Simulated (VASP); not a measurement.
Calculation: AM05 GGA, VASP's PBE PAW potentials (set 64) (plane waves; VASP 6.6.1).

A VASP calculation is set up with these files.

INCAR:
```
ALGO=Normal
EDIFF=1E-7
ENCUT=520
GGA=AM
ISIF=2
ISMEAR=-5
ISPIN=2
LASPH=.TRUE.
LCHARG=.TRUE.
LMAXMIX=4
LORBIT=11
LREAL=.FALSE.
LWAVE=.FALSE.
MAGMOM=2.1
NEDOS=601
NELM=100
PREC=Accurate
SYSTEM=Fe
```

File KPOINTS:
```
Automatic mesh
0
Gamma
20 20 20
0 0 0
```

File POSCAR:
```
Fe
1
   -1.3921566897     1.3921566897     1.3921566897
    1.3921566897    -1.3921566897     1.3921566897
    1.3921566897     1.3921566897    -1.3921566897
Fe
1
Direct
  0.0000000000   0.0000000000   0.0000000000
```

POTCAR, in this order: Fe (PBE.64 set). Program: vasp_std.

Output

File OSZICAR:
```
       N       E                     dE             d eps       ncg     rms          rms(c)
DAV:   1     0.147285092514E+02    0.14729E+02   -0.41579E+03  9624   0.109E+03
DAV:   2    -0.957407223440E+01   -0.24303E+02   -0.23024E+02  9254   0.129E+02
DAV:   3    -0.988389061777E+01   -0.30982E+00   -0.30890E+00 10325   0.199E+01
DAV:   4    -0.988522872686E+01   -0.13381E-02   -0.13379E-02 10141   0.121E+00
DAV:   5    -0.988524006117E+01   -0.11334E-04   -0.11337E-04  9918   0.994E-02    0.125E+01
DAV:   6    -0.874576673282E+01    0.11395E+01   -0.13033E+01  9720   0.592E+01    0.515E+00
DAV:   7    -0.868923497268E+01    0.56532E-01   -0.68989E-01  9780   0.131E+01    0.327E+00
DAV:   8    -0.867971951010E+01    0.95155E-02   -0.56707E-03 11404   0.667E-01    0.152E+00
DAV:   9    -0.867082560093E+01    0.88939E-02   -0.47867E-03 11621   0.563E-01    0.405E-01
DAV:  10    -0.867098875928E+01   -0.16316E-03   -0.12584E-03 11539   0.421E-01    0.140E-01
DAV:  11    -0.867098419249E+01    0.45668E-05   -0.11517E-04  9799   0.171E-01    0.289E-02
DAV:  12    -0.867098203690E+01    0.21556E-05   -0.27622E-06  9662   0.282E-02    0.898E-03
DAV:  13    -0.867098332916E+01   -0.12923E-05   -0.98289E-07  9452   0.125E-02    0.331E-03
DAV:  14    -0.867098417631E+01   -0.84715E-06   -0.58913E-08  4716   0.315E-03    0.933E-04
DAV:  15    -0.867098432884E+01   -0.15253E-06   -0.39224E-09  4653   0.698E-04    0.416E-04
DAV:  16    -0.867098434719E+01   -0.18350E-07   -0.63291E-10  4638   0.269E-04
   1 F= -.86709843E+01 E0= -.86709843E+01  d E =0.000000E+00  mag=     2.1386
```

File OUTCAR:
```
------------------------ aborting loop because EDIFF is reached ----------------------------------------
  FORCE on cell =-STRESS in cart. coord.  units (eV):
  Direction    XX          YY          ZZ          XY          YZ          ZX
  --------------------------------------------------------------------------------------
  Total        0.0170100      0.0170100      0.0170100      0.0000000     -0.0000000      0.0000000
  in kB        2.5251622      2.5251622      2.5251622      0.0000000     -0.0000000      0.0000000
  external PRESSURE =       2.5251622 kB  Pullay stress =       0.0000000 kB
  volume of cell :       10.79
      direct lattice vectors                 reciprocal lattice vectors
    -1.392156690  1.392156690  1.392156690     0.000000000  0.359154974  0.359154974
     1.392156690 -1.392156690  1.392156690     0.359154974  0.000000000  0.359154974
     1.392156690  1.392156690 -1.392156690     0.359154974  0.359154974  0.000000000
 POSITION                                       TOTAL-FORCE (eV/Angst)
 -----------------------------------------------------------------------------------
      0.00000      0.00000      0.00000        -0.000000     -0.000000      0.000000
 -----------------------------------------------------------------------------------
    total drift:                                0.000000     -0.000000      0.000000
  FREE ENERGIE OF THE ION-ELECTRON SYSTEM (eV)
  ---------------------------------------------------
  free  energy   TOTEN  =        -8.6709843472 eV

  energy  without entropy=       -8.6709843472  energy(sigma->0) =       -8.67098435

 total charge

# of ion       s       p       d       tot
------------------------------------------
    1        0.510   0.591   6.277   7.379

 magnetization (x)

# of ion       s       p       d       tot
------------------------------------------
    1       -0.014  -0.048   2.174   2.112
```
(Selected blocks of OUTCAR.)

For a metal the tetrahedron method with Blöchl corrections gives inexact stress and forces.

The compound is Fe in the bcc structure. It was relaxed first, which changed the volume by -9 %.
